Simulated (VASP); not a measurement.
Method: r2SCAN meta-GGA, VASP's PBE PAW potentials (set 64) (plane waves; VASP).

The input files of a VASP run:

### KPOINTS
```
Automatic mesh
0
Gamma
4 6 1
0 0 0
```

### INCAR
```
SYSTEM = BAs(110) slab
PREC = Normal
ENCUT = 450
EDIFF = 1E-5
NELM = 100
ALGO = Normal
LREAL = .FALSE.
LASPH = .TRUE.
ISMEAR = 0
SIGMA = 0.05
METAGGA = R2SCAN
LMIXTAU = .TRUE.
LMAXMIX = 4
LWAVE = .TRUE.
LCHARG = .FALSE.
NELMIN = 4
LDIPOL = .TRUE.
IDIPOL = 3
DIPOL = 0.5 0.5 0.5
IBRION = 2
ISIF = 2
NSW = 120
EDIFFG = -0.03
```

File POSCAR:
```
BAs(110) slab
1.0
  4.7864054009   0.0000000000   0.0000000000
  0.0000000000   3.3844993019   0.0000000000
  0.0000000000   0.0000000000  25.1735995374
B As
6 6
Cartesian
  4.6063889948   0.0000000000  16.4889179494
  2.4434238557   1.6922496510  15.1386790837
  0.0199740828   0.0000000000  13.4610162084
  2.4131767833   1.6922496510  11.7125833290
  0.0502211552   0.0000000000  10.0349204537
  2.2131862944   1.6922496510   8.6846815880
  1.2933417753   0.0000000000  15.1717382403
  3.5946359647   1.6922496510  17.0491378768
  1.2048501786   0.0000000000  11.7515449369
  3.5980528790   1.6922496510  13.4220546005
  1.2014332643   0.0000000000   8.1244616606
  3.6865444758   1.6922496510  10.0018612971
```

POTCAR, in this order: B As (PBE.64 set). Program: vasp_std.

Task: What will the output report for the number of irreducible k-points (NKPTS), largest plane-wave count, number of space-group operations, FFT grid (NGX, NGY, NGZ)?

Result: 
```
Property                                        Value
--------------------------------------  -------------
number of irreducible k-points (NKPTS)             12
largest plane-wave count                         8866
number of space-group operations                    4
FFT grid (NGX, NGY, NGZ)                28 × 18 × 140
```

The cell is a thin slab with vacuum, built from BAs (zinc blende): (110) face.
